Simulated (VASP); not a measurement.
All values below come from LDA (Ceperley-Alder, Perdew-Zunger), VASP's LDA PAW potentials (set 64) (plane waves; VASP).

The input files of a VASP run:

**INCAR**
```
ALGO  =  Normal
EDIFF  =  1E-6
EDIFFG  =  -0.02
ENCUT  =  500
IBRION  =  2
ISIF  =  3
ISMEAR  =  1
LASPH  =  .TRUE.
LCHARG  =  .FALSE.
LMAXMIX  =  6
LREAL  =  .FALSE.
LWAVE  =  .FALSE.
NELM  =  100
NSW  =  40
PREC  =  Accurate
PSTRESS  =  450
SIGMA  =  0.1
SYSTEM  =  Re
```

**KPOINTS**
```
Automatic mesh
0
Gamma
16 16 9
0 0 0
```

**POSCAR**
```
Re
1.0
  1.3423423834  -2.3250050768   0.0000000000
  1.3423423834   2.3250050768   0.0000000000
  0.0000000000   0.0000000000   4.3263812529
Re
2
Cartesian
  1.3423423834   0.7750032423   1.0815953132
  1.3423423834  -0.7750032423   3.2447859397
```

POTCAR, in this order: Re (LDA.64 set). Program: vasp_std.

Q: What will the output report for the number of irreducible k-points (NKPTS), largest plane-wave count, number of space-group operations, FFT grid (NGX, NGY, NGZ)?

A: 
```
Item                                          Result
--------------------------------------  ------------
number of irreducible k-points (NKPTS)           150
largest plane-wave count                         702
number of space-group operations                  24
FFT grid (NGX, NGY, NGZ)                20 × 20 × 32
```

The compound is Re in the hcp structure. This run relaxes it under an external pressure of 45 GPa. Symmetry was kept, so distortions that lower it aren't found.
